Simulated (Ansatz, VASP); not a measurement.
# HfO2 (1T-HfO2 monolayer): VASP beside Ansatz, part 2 of 2

Aim: how closely do two programs agree when they are given the same cell, functional and k mesh? Of the first pair: The structure shown is the start of the Ansatz relaxation below; VASP solves that cell, so the two are compared at the walk's first step.

VASP 6.6.1 and Ansatz 0.2.0.

So far: The starting structure; Ansatz: relaxation, PBE with D3(BJ); VASP: single point, PBE with D3(BJ), start cell, pair 1.

**3. VASP: single point, PBE with D3(BJ), start cell, pair 1 (continued)**

Level of this step: PBE with D3(BJ); plane waves and PAW (O, Hf_pv) (VASP).

Numbers of over 12 decimals in the logs are rounded to 6 here.

From OUTCAR (step 3):

```text
ion  position               nearest neighbor table
   1  0.667  0.333  0.465-   3 2.25   3 2.25   3 2.25
   2  0.333  0.667  0.535-   3 2.25   3 2.25   3 2.25
   3  0.000  0.000  0.500-   2 2.25   1 2.25   2 2.25   1 2.25   1 2.25   2 2.25

  LATTYP: Found a hexagonal cell.
 ALAT       =     3.2400000000
 C/A-ratio  =    11.1168490741

 Subroutine GETGRP returns: Found 12 space group operations
 (whereof 12 operations were pure point group operations)

The static configuration has the point symmetry D_3d.

 Found     19 irreducible k-points:

   k-points           NKPTS =     19   k-points in BZ     NKDIM =     19   number of bands    NBANDS=     17

   dimension x,y,z NGX =    24 NGY =   24 NGZ =  270
   dimension x,y,z NGXF=    48 NGYF=   48 NGZF=  540

   ENCUT  =  520.0 eV  38.22 Ry    6.18 a.u.   6.02  6.02 66.97*2*pi/ulx,y,z

   NELECT =      22.0000    total number of electrons

 k-points in reciprocal lattice and weights: Automatic mesh
   0.00000000  0.00000000  0.00000000       0.007
   0.08333333  0.00000000  0.00000000       0.042
   0.16666667  0.00000000  0.00000000       0.042
   0.25000000  0.00000000  0.00000000       0.042
   0.33333333  0.00000000  0.00000000       0.042
   0.41666667  0.00000000  0.00000000       0.042
   0.50000000  0.00000000  0.00000000       0.021
   0.08333333  0.08333333  0.00000000       0.042
   0.16666667  0.08333333  0.00000000       0.083
[...]
0.33333333  0.25000000  0.00000000       0.083
   0.33333333  0.33333333  0.00000000       0.014

 dipolmoment           0.000000      0.000000      0.000000 electrons x Angstroem

 average (electrostatic) potential at core
       1 -80.7017       2 -80.7017       3 -49.0611

 E-fermi :  -5.9849

 k-point     1 :       0.0000    0.0000    0.0000
  band No.  band energies     occupation
    ...
      7      -9.6577      2.00000
      8      -9.6577      2.00000
      9      -7.9471      2.00000
     10      -7.6071      2.00000
     11      -7.6071      2.00000
     12      -3.1230      0.00000
     13      -3.1230      0.00000
     14      -2.5017      0.00000
     15      -2.2268      0.00000
     16       0.4618      0.00000
    ...

 k-point     2 :       0.0833    0.0000    0.0000
  band No.  band energies     occupation
    ...
      7      -9.7496      2.00000
      8      -9.6045      2.00000
      9      -7.8985      2.00000
     10      -7.8270      2.00000
     11      -7.6885      2.00000
     12      -3.2288      0.00000
     13      -2.9829      0.00000
     14      -2.4864      0.00000
     15      -1.9239      0.00000
     16      -0.0068      0.00000
    ...

 k-point     3 :       0.1667    0.0000    0.0000
  band No.  band energies     occupation
    ...
      7      -9.8907      2.00000
      8      -9.4739      2.00000
      9      -8.5200      2.00000
     10      -7.8749      2.00000
     11      -7.6634      2.00000
     12      -3.5041      0.00000
     13      -2.6054      0.00000
     14      -2.3881      0.00000
     15      -1.2287      0.00000
     16      -0.2014      0.00000
    ...

 Edisp (eV)   -0.31103

  Total      -4.80158    -4.80158   -10.64815    -0.00000     0.00000    -0.00000
  in kB     -23.49349   -23.49349   -52.09998    -0.00000     0.00000    -0.00000
  external pressure =      -33.03 kB  Pullay stress =        0.00 kB

  energy-cutoff  :      520.00
  volume of cell :      327.45
      direct lattice vectors                 reciprocal lattice vectors
     3.240000000  0.000000000  0.000000000     0.308641975  0.178194547  0.000000000
    -1.620000000  2.805922000  0.000000000     0.000000000  0.356389094  0.000000000
     0.000000000  0.000000000 36.018591000     0.000000000  0.000000000  0.027763440

 POSITION                                       TOTAL-FORCE (eV/Angst)
 -----------------------------------------------------------------------------------
      1.62000      0.93531     16.75000         0.000000     -0.000000      4.209927
     -0.00000      1.87061     19.26859        -0.000000      0.000000     -4.209927
      0.00000      0.00000     18.00930         0.000000      0.000000      0.000000
 -----------------------------------------------------------------------------------
    total drift:                                0.000000     -0.000000      0.000000

  FREE ENERGIE OF THE ION-ELECTRON SYSTEM (eV)
  ---------------------------------------------------
  free  energy   TOTEN  =       -28.8141088757 eV

  energy  without entropy=      -28.8141088757  energy(sigma->0) =      -28.81410888

 vacuum level on the upper side and lower side of the slab         1.255         1.255

 total charge
# of ion       s       p       d       tot
------------------------------------------
    1        1.572   3.357   0.000   4.929
    2        1.572   3.357   0.000   4.929
    3        0.286   6.493   1.294   8.073
--------------------------------------------------
tot          3.430  13.206   1.294  17.930

[... 3 further parts left out ...]
```

**4. Side by side**

Known differences besides the potentials themselves: Ansatz cuts the interaction across the vacuum, VASP repeats the sheet with a dipole correction (LDIPOL); the data sets hold 38 valence electrons in Ansatz (on its default PAW (the set named soft_2) files) and 22 in VASP; the cutoff is 420 eV in Ansatz and 520 eV in VASP. Total energies have different zeros and are not compared.

Forces (eV/Å; atoms numbered as in POSCAR):

| atom | Ansatz x, y, z | VASP x, y, z |
| --- | --- | --- |
| O1 | 0.000, 0.000, 4.062 | 0.000, 0.000, 4.210 |
| O2 | 0.000, 0.000, -4.062 | 0.000, 0.000, -4.210 |
| Hf3 | 0.000, 0.000, 0.000 | 0.000, 0.000, 0.000 |

The forces differ by 70 meV/Å r.m.s., which is 3.5 % of the r.m.s. force of 1.985 eV/Å (both taken over all components). Where the cell holds vacuum, a pressure given here is an average over it and none of the material.

**5. Further runs**

Further runs change the set-up of one program: Ansatz's method, potentials or start, or VASP's data sets, cutoff or form of LDA. The table gives that difference for each run.

| run | r.m.s. force difference (meV/Å) |
| --- | --- |
| as above | 70 |
| VASP with the data sets O and Hf_sv | 50 |

**6. Ansatz: relaxation, PBE with D3(BJ)**

This run makes the geometry at which the two programs are then compared.

The structure compared here is the end of the Ansatz relaxation.

This is the run of step 2 again, met here at its other cell.

**7. VASP: single point, PBE with D3(BJ), relaxed cell, pair 2**

The same cell, functional, mesh and smearing now go to VASP, with its own data sets.

File INCAR:

```
SYSTEM = HfO2
PREC = Accurate
ENCUT = 520
EDIFF = 1E-06
NELM = 120
ISMEAR = -1
SIGMA = 0.05
LREAL = .FALSE.
ALGO = Normal
GGA = PE
IVDW = 12
NBANDS = 17
LASPH = .TRUE.
LORBIT = 11
LWAVE = .FALSE.
LCHARG = .FALSE.
ISIF = 2
LDIPOL = .TRUE.
IDIPOL = 3
DIPOL = 0.5 0.5 0.5
LVHAR = .TRUE.
GGA_COMPAT = .FALSE.
EFERMI = MIDGAP
NELMDL = -8
```

File POSCAR:

```
HfO2
1.0
    3.2424142691      0.0000000000      0.0000000000
   -1.6212071346      2.8080131266      0.0000000000
    0.0000000000      0.0000000000     36.0185908740
O Hf
2 1
Direct
    0.6666666667      0.3333333333      0.4729746795
    0.3333333333      0.6666666667      0.5270253205
    0.0000000000      0.0000000000      0.5000000000
```

File KPOINTS:

```
Automatic mesh
0
Gamma
12 12 1
0 0 0
```

PAW data sets: O and Hf_pv (PBE family, release 64).

Launch:

```console
$ mpirun -np 1 vasp_std
```

Output:

```text
[... set-up lines as in an earlier step ...]
 entering main loop
       N       E                     dE             d eps       ncg     rms          rms(c)
DAV:   1     0.146317814581E+03    0.14632E+03   -0.98263E+03   846   0.916E+02
DAV:   2    -0.115024783725E+02   -0.15782E+03   -0.14812E+03   918   0.200E+02
DAV:   3    -0.348684921002E+02   -0.23366E+02   -0.23292E+02   757   0.823E+01
DAV:   4    -0.353847483679E+02   -0.51626E+00   -0.51513E+00   976   0.130E+01
[...]
DAV:  24    -0.298368293872E+02   -0.30155E-05   -0.88578E-08   759   0.937E-04    0.234E-04
DAV:  25    -0.298368305531E+02   -0.11659E-05   -0.66629E-09   738   0.403E-04    0.874E-05
DAV:  26    -0.298368310460E+02   -0.49284E-06   -0.28645E-09   621   0.240E-04
   1 F= -.30157694E+02 E0= -.30157694E+02  d E =-.182901E-21
```

OUTCAR, selected parts (step 7):

```text
 Edisp (eV)   -0.32086

  Total      -0.75735    -0.75735    -0.43919     0.00000    -0.00000     0.00000
  in kB      -3.70012    -3.70012    -2.14571     0.00000    -0.00000     0.00000
  external pressure =       -3.18 kB  Pullay stress =        0.00 kB

 POSITION                                       TOTAL-FORCE (eV/Angst)
 -----------------------------------------------------------------------------------
      1.62121      0.93600     17.03588        -0.000000      0.000000      0.201513
     -0.00000      1.87201     18.98271        -0.000000     -0.000000     -0.201513
      0.00000      0.00000     18.00930         0.000000      0.000000      0.000000
 -----------------------------------------------------------------------------------
    total drift:                                0.000000     -0.000000      0.000000

  FREE ENERGIE OF THE ION-ELECTRON SYSTEM (eV)
  ---------------------------------------------------
  free  energy   TOTEN  =       -30.1576935729 eV

  energy  without entropy=      -30.1576935729  energy(sigma->0) =      -30.15769357

[... 1 part as in an earlier step ...]

[... 2 further parts left out ...]
[key lines of the parts left out:]
E-fermi :  -4.3731
```

**8. Comparison**

What differs besides the data sets and the points named for the pairs above, as far as they apply: the data sets hold 38 valence electrons in Ansatz (on its default PAW (the set named soft_2) files) and 22 in VASP. Total energies have different zeros and are not compared.

Both answers:

| quantity | Ansatz | VASP | difference |
| --- | --- | --- | --- |
| gap on the k mesh (eV) | 4.836 | 4.844 | -0.007 |

Forces (eV/Å; atoms numbered as in POSCAR):

| atom | Ansatz x, y, z | VASP x, y, z |
| --- | --- | --- |
| O1 | 0.000, 0.000, 0.001 | 0.000, 0.000, 0.202 |
| O2 | 0.000, 0.000, -0.001 | 0.000, 0.000, -0.202 |
| Hf3 | 0.000, 0.000, 0.000 | 0.000, 0.000, 0.000 |

The forces differ by 94 meV/Å r.m.s., where the r.m.s. force is 0.001 eV/Å in Ansatz and 0.095 eV/Å in VASP: the atoms lie near their places of rest in Ansatz, so a percentage would say little (all taken over all components). A gap on the mesh is an upper bound, since the band edges may lie between its points; neither run holds spin-orbit coupling, which can move the band edges of a compound of Hf. Where the cell holds vacuum, a pressure given here is an average over it and none of the material.

**9. Results**

```yaml
r_m_s_force_difference_single_point_pbe_with_d3_bj_start_cell_pair_1: 3.5 % of the r.m.s. force
r_m_s_force_difference_single_point_pbe_with_d3_bj_relaxed_cell_pair_2: 94 meV/Å
```

**Reading.** The r.m.s. force difference is 94 meV/Å (single point, PBE with D3(BJ), relaxed cell, pair 2), beyond the 12 meV/Å picked in this series as the mark of a large difference. The data sets hold unlike numbers of valence electrons (38 in Ansatz and 22 in VASP), so part of the differences may come from the potentials. Single point, PBE with D3(BJ), start cell, pair 1, VASP with the data sets O and Hf_sv: r.m.s. force difference goes from 70 to 50 meV/Å. What causes the difference of the single point, PBE with D3(BJ), relaxed cell, pair 2 pair stays open here. How closely two codes agree says nothing of how well the functional describes the real material.

[Lines on the potential files, build, host, timing and source positions are cut from VASP's logs without a mark.]

[Logs are printed without paths, hosts, clocks, repeated set-up lines and the standing remarks that a program may print on its own settings, such as how far it seeks lower states.]

[Hosts, paths, dates, database ids (printed as entryN), source tags and the programs' standing remarks are cut or masked in the printed files.]
